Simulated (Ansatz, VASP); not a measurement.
# AgB: VASP beside Ansatz

One calculation is typed for both programs; each brings its own data sets. How far apart do they land? The cell is generated by rule, not measured, and may not be a known phase. Of the first pair: The two relaxations start from unlike cells of this crystal (the structure described is Ansatz's start), so only their ends are compared.

Method: plane waves, with VASP 6.6.1 beside it; relaxation of cell and atoms at PBEsol, in Ansatz 0.2.0.

## Step 1: Starting point

Symmetry: Pm-3m, No. 221, cubic system. The conventional cell has a = 3.045 Å, b = 3.045 Å, c = 3.045 Å, α = 90.00°, β = 90.00°, γ = 90.00°. Nearest to B lie 8 Ag at 2.64 Å. Nearest to Ag lie 8 B at 2.64 Å. Farther neighbours are not listed.

As a file:

```cif
data_structure
_symmetry_space_group_name_H-M 'Pm-3m'
_symmetry_Int_Tables_number 221
_cell_length_a 3.0448
_cell_length_b 3.0448
_cell_length_c 3.0448
_cell_angle_alpha 90.000
_cell_angle_beta 90.000
_cell_angle_gamma 90.000
_cell_volume 28.23
loop_
_atom_site_label
_atom_site_type_symbol
_atom_site_symmetry_multiplicity
_atom_site_Wyckoff_symbol
_atom_site_fract_x
_atom_site_fract_y
_atom_site_fract_z
_atom_site_occupancy
B1 B 1 b 0.50000 0.50000 0.50000 1
Ag1 Ag 1 a 0.00000 0.00000 0.00000 1
```

## Step 2: VASP: relaxation of cell and atoms, PBEsol, pair 1

The relaxed volume is the usual yardstick between codes: in a stiff, nearly cubic crystal its relative difference is about their pressure difference at one cell divided by the bulk modulus.

Lines of VASP's logs that name or quote its potential files are left out, and so is its time.

INCAR

```
SYSTEM = AgB
PREC = Accurate
ENCUT = 500
EDIFF = 1E-07
NELM = 120
ISMEAR = 0
SIGMA = 0.1
LREAL = .FALSE.
ALGO = Normal
GGA = PS
NBANDS = 13
LASPH = .TRUE.
LORBIT = 11
LWAVE = .FALSE.
LCHARG = .FALSE.
ISIF = 3
IBRION = 2
NSW = 80
EDIFFG = -0.005
GGA_COMPAT = .FALSE.
NELMIN = 4
```

POSCAR

```
AgB
1.0
    2.8524832234      0.0000000000      0.0000000000
    0.0000000000      2.8524832234      0.0000000000
    0.0000000000      0.0000000000      2.8524832234
B Ag
1 1
Direct
    0.5000000000      0.5000000000      0.5000000000
    0.0000000000      0.0000000000      0.0000000000
```

KPOINTS

```
Automatic mesh
0
Gamma
6 6 6
0 0 0
```

PAW data sets: B and Ag (PBE family, release 64).

Command:

```console
$ mpirun -np 1 vasp_std
```

Numbers of over 12 decimals in the logs are rounded to 6 here.

The program printed:

```text
[banner, memory and clock lines left out]
running    1 mpi-ranks, on    1 nodes
 distrk:  each k-point on    1 cores,    1 groups
 distr:  one band on    1 cores,    1 groups

 POSCAR found type information on POSCAR B Ag
 POSCAR found :  2 types and       2 ions
|                                                                             |
|               ----> ADVICE to this user running VASP <----                  |
|                                                                             |
|     You enforced a specific xc type in the INCAR file but a different       |
|     [... a line on the potential file left out ...]
|     I HOPE YOU KNOW WHAT YOU ARE DOING!                                     |
|                                                                             |

 LDA part: xc-table for (Slater+PW92), standard interpolation
 POSCAR, INCAR and KPOINTS ok, starting setup
 FFT: planning ... GRIDC
 FFT: planning ... GRID_SOFT
 FFT: planning ... GRID
 WAVECAR not read
 entering main loop
       N       E                     dE             d eps       ncg     rms          rms(c)
DAV:   1     0.593812185797E+02    0.59381E+02   -0.67524E+03   520   0.981E+02
DAV:   2    -0.793256078542E+01   -0.67314E+02   -0.63675E+02   620   0.216E+02
DAV:   3    -0.909196149633E+01   -0.11594E+01   -0.11563E+01   625   0.288E+01
DAV:   4    -0.909523568203E+01   -0.32742E-02   -0.32741E-02   590   0.167E+00
DAV:   5    -0.909525919714E+01   -0.23515E-04   -0.23515E-04   600   0.136E-01    0.118E+01
DAV:   6    -0.785626043852E+01    0.12390E+01   -0.89867E+00   555   0.313E+01    0.925E+00
DAV:   7    -0.773161404322E+01    0.12465E+00   -0.49129E-01   545   0.812E+00    0.445E+00
DAV:   8    -0.771477123517E+01    0.16843E-01   -0.22187E-02   570   0.142E+00    0.673E-01
DAV:   9    -0.771262661678E+01    0.21446E-02   -0.47314E-03   555   0.769E-01    0.966E-02
DAV:  10    -0.771256563075E+01    0.60986E-04   -0.36353E-04   585   0.170E-01    0.263E-02
DAV:  11    -0.771256462507E+01    0.10057E-05   -0.25683E-05   580   0.533E-02    0.164E-02
DAV:  12    -0.771256356779E+01    0.10573E-05   -0.14620E-06   575   0.889E-03    0.373E-03
DAV:  13    -0.771256339668E+01    0.17111E-06   -0.46171E-07   565   0.736E-03    0.962E-04
DAV:  14    -0.771256336975E+01    0.26934E-07   -0.24875E-08   285   0.138E-03
   1 F= -.77125634E+01 E0= -.77099781E+01  d E =-.771256E+01
 curvature:   0.00 expect dE= 0.000E+00 dE for cont linesearch  0.000E+00
 trial: gam= 0.00000 g(F)=  0.000E+00 g(S)=  0.103E-04 ort = 0.000E+00 (trialstep = 0.100E+01)
 search vector abs. value=  0.103E-04
 bond charge predicted
       N       E                     dE             d eps       ncg     rms          rms(c)
DAV:   1    -0.771269302841E+01   -0.12963E-03   -0.17793E-03   545   0.482E-01    0.739E-02
DAV:   2    -0.771257499133E+01    0.11804E-03   -0.57053E-04   550   0.273E-01    0.378E-02
DAV:   3    -0.771256781997E+01    0.71714E-05   -0.11253E-05   555   0.370E-02    0.188E-02
DAV:   4    -0.771256517639E+01    0.26436E-05   -0.30844E-06   540   0.137E-02    0.354E-03
DAV:   5    -0.771256508064E+01    0.95755E-07   -0.23966E-07   540   0.406E-03
   2 F= -.77125651E+01 E0= -.77099365E+01  d E =-.171089E-05
 trial-energy change:   -0.000002  1 .order   -0.000001   -0.000010    0.000008
 step:   0.6089(harm=  0.5543)  dis= 0.00000  next Energy=    -7.712567 (dE=-0.328E-05)
 reached required accuracy - stopping structural energy minimisation
```

OUTCAR, selected parts (step 2):

```text
ion  position               nearest neighbor table
   1  0.500  0.500  0.500-   2 2.47   2 2.47   2 2.47   2 2.47   2 2.47   2 2.47   2 2.47   2 2.47

  LATTYP: Found a simple cubic cell.
 ALAT       =     2.8524832234

 Subroutine GETGRP returns: Found 48 space group operations
 (whereof 48 operations were pure point group operations)

The static configuration has the point symmetry O_h .

 Found     20 irreducible k-points:

   k-points           NKPTS =     20   k-points in BZ     NKDIM =     20   number of bands    NBANDS=     13

   dimension x,y,z NGX =    24 NGY =   24 NGZ =   24
   dimension x,y,z NGXF=    48 NGYF=   48 NGZF=   48

   ENCUT  =  500.0 eV  36.75 Ry    6.06 a.u.   5.20  5.20  5.20*2*pi/ulx,y,z

   NELECT =      14.0000    total number of electrons

 k-points in reciprocal lattice and weights: Automatic mesh
   0.00000000  0.00000000  0.00000000       0.005
   0.16666667  0.00000000  0.00000000       0.028
   0.33333333  0.00000000  0.00000000       0.028
   0.50000000  0.00000000  0.00000000       0.014
   0.16666667  0.16666667  0.00000000       0.056
   0.33333333  0.16666667  0.00000000       0.111
   0.50000000  0.16666667  0.00000000       0.056
   0.33333333  0.33333333  0.00000000       0.056
   0.50000000  0.33333333  0.00000000       0.056
[...]
0.50000000  0.50000000  0.33333333       0.028
   0.50000000  0.50000000  0.50000000       0.005

 average (electrostatic) potential at core
       1 -25.0921       2 -71.0484

 E-fermi :   9.5762

 k-point     1 :       0.0000    0.0000    0.0000
  band No.  band energies     occupation
    ...
      2       2.1200      2.00000
      3       2.1200      2.00000
      4       4.5300      2.00000
      5       4.5300      2.00000
      6       4.5300      2.00000
      7      11.1572      0.00000
      8      11.1572      0.00000
      9      11.1572      0.00000
     10      18.2178      0.00000
     11      21.7307      0.00000
    ...

 k-point     2 :       0.1667    0.0000    0.0000
  band No.  band energies     occupation
    ...
      3       2.3006      2.00000
      4       4.1653      2.00000
      5       4.1653      2.00000
      6       4.5558      2.00000
      7       9.5085      1.66149
      8      11.8764      0.00000
      9      11.8764      0.00000
     10      18.7928      0.00000
     11      21.3125      0.00000
     12      22.8972      0.00000
    ...

 k-point     3 :       0.3333    0.0000    0.0000
  band No.  band energies     occupation
    ...
      3       2.3773      2.00000
      4       3.5589      2.00000
      5       3.5589      2.00000
      6       4.6076      2.00000
      7       7.2304      2.00000
      8      13.4080      0.00000
      9      13.4080      0.00000
     10      19.4025      0.00000
     11      20.4725      0.00000
     12      22.5322      0.00000
    ...

  Total       -0.0095709     -0.0095709     -0.0095709     -0.0000000      0.0000000     -0.0000000
  in kB       -0.6601129     -0.6601129     -0.6601129     -0.0000000      0.0000000     -0.0000000
  external PRESSURE =      -0.6601129 kB  Pullay stress =       0.0000000 kB

  energy-cutoff  :      500.00
  volume of cell :       23.23
      direct lattice vectors                 reciprocal lattice vectors
     2.853302277 -0.000000000 -0.000000000     0.350471104  0.000000000  0.000000000
    -0.000000000  2.853302277 -0.000000000     0.000000000  0.350471104  0.000000000
    -0.000000000 -0.000000000  2.853302277     0.000000000  0.000000000  0.350471104

 POSITION                                       TOTAL-FORCE (eV/Angst)
 -----------------------------------------------------------------------------------
      1.42665      1.42665      1.42665        -0.000000      0.000000      0.000000
      0.00000      0.00000      0.00000         0.000000     -0.000000      0.000000
 -----------------------------------------------------------------------------------
    total drift:                                0.000000      0.000000      0.000000

  FREE ENERGIE OF THE ION-ELECTRON SYSTEM (eV)
  ---------------------------------------------------
  free  energy   TOTEN  =        -7.7125650806 eV

  energy  without entropy=       -7.7073079328  energy(sigma->0) =       -7.70993651

 reached required accuracy - stopping structural energy minimisation

 total charge
# of ion       s       p       d       tot
------------------------------------------
    1        0.707   0.801   0.000   1.508
    2        0.434   0.524   9.075  10.033
--------------------------------------------------
tot          1.141   1.325   9.075  11.540

[... 3 further parts left out ...]
```

## Step 3: Ansatz: relaxation of cell and atoms, PBEsol, pair 1

Ansatz runs on its default PAW (the set named soft_2) files.

Its own start cell and the same functional, mesh and smearing now go to Ansatz, which takes its cutoff from its data sets.

input.yaml

```yaml
crystal:
  lattice:
    - [3.04475, 0.0, 0.0]
    - [0.0, 3.04475, 0.0]
    - [0.0, 0.0, 3.04475]
  atoms:
    - { symbol: B, position: [0.5, 0.5, 0.5] }
    - { symbol: Ag, position: [0.0, 0.0, 0.0] }
kpoints:
  mp_grid: { grid: [6, 6, 6] }
hamiltonian:
  xc: pbesol
scf:
  occupations: { method: gaussian, width: 0.1 }
output:
  forces: true
  stress: true
  eigenvalues: true
relax:
  adjacent_minimum: "off"
  f_tol: 0.05
  max_steps: 80
  cell: { stress_tol: 0.5 }
```

Command:

```console
$ ansatz run input.yaml --threads 4 --pin off --max-ram 8192MiB --backend cpu --events-out ev --progress --plain --runs-dir out
```

The program printed:

```text
The last accepted step is kept in <dir> (removed where the run ends without a failure and the disk answers)
Engine: ansatz 0.2.0, aarch64-unknown-linux-gnu
Pseudopotentials: kind: paw
Pseudopotential: B, paw, valence charge 3, recommended cutoff 420 eV (normal), B.paw.azcp
Pseudopotential: Ag, paw, valence charge 19, recommended cutoff 420 eV (normal), Ag.paw.azcp
Functional definition: PBEsol
  exchange = pbesol_x
  correlation = pbesol_c
Crystal: 2 atoms, lattice volume = 28.226 Å³
Basis set: ecut = 420 eV, 515 PW (Γ), exchange–correlation on 48×48×48 points (8 copies of the dense FFT grid, shifted against one another)
Bands: 15, of which v1, the nominal top of the filled ones, is band 11 counted from 1 (10 counted from 0)
Symmetry: 48 space group operations
Space group: Pm-3m (ITA 221), of the structure as read, at distance tolerance 3.0e-5 Å
k-points: 20 of 216
Non-local potential: B, projectors of the file, l = 0: 2, l = 1: 2, l = 2: 1
Non-local potential: Ag, projectors of the file, l = 0: 3, l = 1: 2, l = 2: 2, l = 3: 1
PAW form: soft (Blöchl's): semilocal exchange-correlation on the pseudo side does not see the compensation charge
PAW frozen core: B, regenerated for the run's functional, and the local potential with it (the file was generated under x = pbe(κ = 0.804, μ = 0.219515), c = pbe(β = 0.066725))
PAW frozen core: Ag, regenerated for the run's functional, and the local potential with it (the file was generated under x = pbe(κ = 0.804, μ = 0.219515), c = pbe(β = 0.066725))
PAW one-centre angular grid: B, 110 points (default); XC on 64 Gauss nodes
PAW one-centre angular grid: Ag, 590 points (default); XC on 64 Gauss nodes
Initial density: superposition of atomic densities (neutral atoms: chi_scale 0, normalization atom), corrected by the library's trained network
Initial wavefunctions: pseudopotential atomic-orbital guess
Functional: x = pbesol(κ = 0.804, μ = 0.123457), c = pbesol(β = 0.046)
SCF iter   1: F=—  HF=-7671.975945 eV  |F-HF|=—  |Δ(HF+E_count)|=         —  Δρ=7.88e-3  dr2=1.75e-2  ethr=1.77e-3  ⟨swp⟩=4.2  Hψ=1329  notcnv=0
preconditioner: auto → none  [insulator: Δε(μ)=0.126 eV  Ē_g=9.899 eV  σ=0.100 eV  W_gap=0.60  n_scr=6 (ndim 8)  ℏωp=26.2 eV  f_vac=0.000  D(μ)=1.18/eV (n_scr^D=6)  ε∞_Penn≈8.0]
SCF iter   2: F=—  HF=-7671.969637 eV  |F-HF|=—  |Δ(HF+E_count)|=   6.31e-3  Δρ=1.93e-3  dr2=9.16e-4  ethr=7.96e-5  ⟨swp⟩=2.6  Hψ=614  notcnv=0
SCF iter   3: F=—  HF=-7671.969550 eV  |F-HF|=—  |Δ(HF+E_count)|=   8.64e-5  Δρ=1.42e-3  dr2=6.79e-4  ethr=4.17e-6  ⟨swp⟩=2.0  Hψ=423  notcnv=0
SCF iter   4: F=—  HF=-7671.969394 eV  |F-HF|=—  |Δ(HF+E_count)|=   1.56e-4  Δρ=4.50e-4  dr2=1.44e-5  ethr=3.09e-6  ⟨swp⟩=2.1  Hψ=411  notcnv=0
SCF iter   5: F=—  HF=-7671.969387 eV  |F-HF|=—  |Δ(HF+E_count)|=   7.55e-6  Δρ=2.63e-5  dr2=5.46e-8  ethr=6.53e-8  ⟨swp⟩=2.9  Hψ=509  notcnv=0
SCF iter   6: F=-7671.969387 eV  HF=-7671.969387 eV  |F-HF|=1.30e-9  |Δ(HF+E_count)|=   5.93e-8  Δρ=4.12e-6  dr2=1.29e-9  ethr=2.48e-10  ⟨swp⟩=2.6  Hψ=1000  notcnv=0
SCF 1 converged in 6 iterations: F = -7671.969387 eV  dr2 = 1.29e-9
  greatest PAW one-centre occupation: 1.001 electrons in one spin orbital (limit 2), on the Ag atom at site 1 (counted from 0), in its partial waves of l = 0
relax step   1: F+E_penalty+E_count = -7671.96938680 eV  Δ(F+E_penalty+E_count) = +0.000e0 eV  max|allowed force component| = 5.916e-31 eV/Å  Δτ_max = 0.0000 Å  P = -16.402 GPa  Ω = 28.226 Å³  (6 SCF iters, dr2 threshold 1.00e-7 eV, accepted)
[...]
relax step   3: F+E_penalty+E_count = -7672.27180974 eV  Δ(F+E_penalty+E_count) = -1.312e-2 eV  max|allowed force component| = 5.752e-32 eV/Å  Δτ_max = 0.0000 Å  P = +4.139 GPa  Ω = 22.702 Å³  energy of the carried Pulay correction = +3.011e-3 eV  (6 SCF iters, dr2 threshold 2.00e-7 eV, accepted)
[...]
relax step   4: F+E_penalty+E_count = -7672.27813023 eV  Δ(F+E_penalty+E_count) = -6.320e-3 eV  max|allowed force component| = 7.396e-32 eV/Å  Δτ_max = 0.0000 Å  P = -0.652 GPa  Ω = 23.360 Å³  energy of the carried Pulay correction = +2.619e-3 eV  (6 SCF iters, dr2 threshold 2.00e-7 eV, accepted)
[...]
relax step   5: F+E_penalty+E_count = -7672.27839720 eV  Δ(F+E_penalty+E_count) = -2.670e-4 eV  max|allowed force component| = 5.259e-31 eV/Å  Δτ_max = 0.0000 Å  P = -0.002 GPa  Ω = 23.259 Å³  energy of the carried Pulay correction = +2.678e-3 eV  (6 SCF iters, dr2 threshold 2.00e-7 eV, accepted)
[...]
relax step   6: F+E_penalty+E_count = -7672.27637229 eV  Δ(F+E_penalty+E_count) = +2.025e-3 eV  max|allowed force component| = 2.301e-31 eV/Å  Δτ_max = 0.0000 Å  P = -0.055 GPa  Ω = 23.259 Å³  stress off target by 5.53e-2 GPa  SCF on the basis re-selected at this cell (its energy is not comparable with the rows above)  (6 SCF iters)
basis re-selected at this cell: Δ(F+E_penalty+E_count) = +2.025e-3 eV, ΔP = -0.054 GPa vs the last step (what re-selecting the basis moved, of the pressure what is left beyond the Pulay correction that the steps carried, after the strain that the cell walked since its last selection, with what the two solves' SCF thresholds leave and, on support functions, any second-order correction that the steps lacked; it is no measure of the basis error at this ecutwfc). The dense FFT grid was sized anew with the basis: this SCF ran on 20×20×20 points, the steps before it on 24×24×24, so part of this shift can come from that change (see relax.cell in the input reference). [rest of the remark cut]
SCF converged after 6 iterations
Free energy (F): -7672.276372 eV
Harris-Foulkes:  -7672.276372 eV  (|F-HF|=4.55e-12)
Internal energy: -7672.271040 eV  (E = F + TS)
E sigma→0 (E₀):  -7672.273706 eV
Entropy (-TS):   -0.005332 eV (-2.666 meV/atom)
Fermi energy:    17.086253 eV
--- Per-component energies (eV) ---
  E_band       = -236.082388
  E_kinetic    = 567.842349
  E_local      = -2450.482649  (includes V_loc(G=0)·N_el)
  E_nonlocal   = 93.799559
  E_hartree    = 1116.967789
  E_xc         = -214.605575
  E_vxc        = -271.193381  (∫ρ·V_xc dr)
  E_paw        = -3907.666838  (= ΣΔE_a)
  E_vpaw       = -409.984127  (= ΣTr[D̂ρ^β])
  E_aug_tail   = 0.000280  (compensation charges beyond the density's cutoff)
  E_ewald      = -2878.463406
  E_core_change = 0.337450  (= ΣΔE_core)
  E_smearing   = -0.005332  (= −TS)
  E_closure    = -0.000000  (closes the sum)
  Σ components = -7672.276372   (vs F -7672.276372, Δ=0.00e0)
--- Forces (eV/Å), atoms counted from 1 ---
  atom   1  B      0.00000000    -0.00000000     0.00000000
  atom   2  Ag     0.00000000    -0.00000000     0.00000000
  max |Σ_I F_I| component: 8.55e-31 eV/Å
--- Stress (GPa, compression-positive) ---
       -0.055269      -0.000000      -0.000000
       -0.000000      -0.055269       0.000000
       -0.000000       0.000000      -0.055269
  P = ⅓ Tr σ = -0.0553 GPa (-0.553 kbar)
--- Band table (eV; the first three rows and the last of 20) ---
  k-point 0: bands = [... 7 lower, 12.0720, 12.0720, 12.0720, 18.6559, 18.6559, 18.6559, 25.6956, 29.1998]
  k-point 1: bands = [... 7 lower, 11.7048, 11.7048, 12.0978, 17.0122, 19.3758, 19.3758, 26.2731, 28.7762]
  k-point 2: bands = [... 7 lower, 11.0952, 11.0952, 12.1498, 14.7496, 20.9065, 20.9065, 26.8835, 27.9288]
  k-point 19: bands = [... 7 lower, 12.9523, 12.9523, 14.2594, 19.4672, 19.4672, 19.4672, 21.0572, 21.0572]
--- Relaxed structure (5 steps of the walk, 5 accepted, 1 SCFs on fresh bases) ---
  F+E_penalty+E_count = -7672.27637229 eV   max|allowed force component| = 2.301e-31 eV/Å   (the final SCF, on the basis selected at the relaxed cell)
  cell:  # Å, volume = 23.2591 Å³
    - [2.854505, 0, 0]
    - [0, 2.854505, 0]
    - [0, 0, 2.854505]
  atoms:
    - { symbol: B, position: [0.500000, 0.500000, 0.500000] }
    - { symbol: Ag, position: [0, 0, 0] }
```

## Step 4: Differences

Known differences besides the potentials themselves: the data sets hold 22 valence electrons in Ansatz (on its default PAW (the set named soft_2) files) and 14 in VASP; the cutoff is 420 eV in Ansatz and 500 eV in VASP; Ansatz makes its cores anew for this functional, VASP keeps those of its PBE data sets; Ansatz adds a Pulay correction to the stress that steers its cell, VASP none. Total energies have different zeros and are not compared.

The two programs side by side:

```
                                         quantity  Ansatz   VASP  difference
                                      volume (Å³)   23.26  23.23     +0.13 %
edge a after relaxation, in the typed setting (Å)   2.854  2.853     +0.04 %
```

## Step 5: Ansatz: relaxation of cell and atoms, PBEsol, pair 2

The relaxed volume is the usual yardstick between codes: in a stiff, nearly cubic crystal its relative difference is about their pressure difference at one cell divided by the bulk modulus. Its start cell is another than that of the pair before, and may be another structure of the material.

The cell is taken from a series of runs on this material, whose earlier steps may have relaxed, scaled, displaced or heated it; both programs get it as it stands.

input.yaml, the sections that differ from step 3:

```yaml
crystal:
  lattice:
    - [2.8545046699, 0.0, 0.0]
    - [0.0, 2.8545046699, 0.0]
    - [0.0, 0.0, 2.8545046699]
  atoms:
    - { symbol: B, position: [0.5, 0.5, 0.5] }
    - { symbol: Ag, position: [0.0, 0.0, 0.0] }
kpoints:
  mp_grid: { grid: [14, 14, 14] }
relax:
  adjacent_minimum: "off"
  f_tol: 0.005
  max_steps: 80
  cell: { stress_tol: 0.05 }
# hamiltonian, scf, output: as in step 3
```

The program printed:

```text
[...]
Crystal: 2 atoms, lattice volume = 23.259 Å³
Basis set: ecut = 420 eV, 461 PW (Γ), exchange–correlation on 40×40×40 points (8 copies of the dense FFT grid, shifted against one another)
Bands: 15, of which v1, the nominal top of the filled ones, is band 11 counted from 1 (10 counted from 0)
Symmetry: 48 space group operations
[...]
k-points: 120 of 2744
[...]
k-point 119: bands = [... 7 lower, 12.8257, 12.8257, 14.0888, 19.2939, 19.2939, 19.2939, 20.8933, 20.8933]
--- Relaxed structure (3 steps of the walk, 3 accepted, 1 SCFs on fresh bases) ---
[...]
cell:  # Å, volume = 23.4301 Å³
    - [2.861483, 0, 0.0]
    - [0, 2.861483, 0.0]
    - [0, 0.0, 2.861483]
  atoms:
    - { symbol: B, position: [0.500000, 0.500000, 0.500000] }
    - { symbol: Ag, position: [0, 0, 0] }
[key lines of the parts left out:]
SCF converged after 8 iterations
Free energy (F): -7672.288965 eV
Fermi energy:    16.727093 eV
P = ⅓ Tr σ = 0.0022 GPa (0.022 kbar)
```

[end of part 1 of 2]

[Lines on the potential files, build, host, timing and source positions are cut from VASP's logs without a mark.]

[Logs are printed without paths, hosts, clocks, repeated set-up lines and the standing remarks that a program may print on its own settings, such as how far it seeks lower states.]

[Hosts, paths, dates, database ids (printed as entryN), source tags and the programs' standing remarks are cut or masked in the printed files.]
